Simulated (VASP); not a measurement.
Runs of VASP 6.6.1 on Ag. The cell holds a slab with vacuum, 6 atoms: a = 2.889 Å, b = 2.889 Å, c = 25.215 Å, α = 90.00°, β = 90.00°, γ = 90.00°. 

```tsv
task	level	potentials or basis	spin	cell	k mesh	smearing	atoms held fixed (from 0)	gap on the mesh (eV)	largest force (eV/Å)	work function (eV)
work function	PBE	VASP PAW PBE potentials, release 64 (Ag)	off	the (1 0 0) slab of Ag, cut from the database cell, not relaxed	9 × 9 × 1	gaussian 0.05 eV	-	none	0.18	4.27
relaxation of the atoms	PBEsol	VASP PAW PBE potentials, release 64 (Ag)	off	atoms relaxed from: the (1 0 0) slab of Ag, cut from the database cell, not relaxed	9 × 9 × 1	gaussian 0.05 eV	[0, 1, 2]	none	-	-
single point	PBE	VASP PAW PBE potentials, release 64 (Ag)	off	the (1 0 0) slab of Ag, cut from the database cell, not relaxed	9 × 9 × 1	fermi-dirac 0.05 eV	-	none	(a)	4.29
relaxation of the atoms	PBE+dDsC	VASP PAW PBE potentials, release 64 (Ag)	off	atoms relaxed from: the (1 0 0) slab of Ag, cut from the database cell, not relaxed	9 × 9 × 1	gaussian 0.05 eV	[0, 1, 2]	none	-	-
```

Alike in all rows: cutoff (eV) 520.

Q: Fill in the values left out.

A: (a) 0.17.

Caveats: the PAW data sets were made with another functional, which shifts forces and pressure a little (some runs).

A k mesh can miss the band edges, and the runs leave out spin-orbit coupling on Ag.

A gap of «none» marks a metal or a gap under the smearing width.
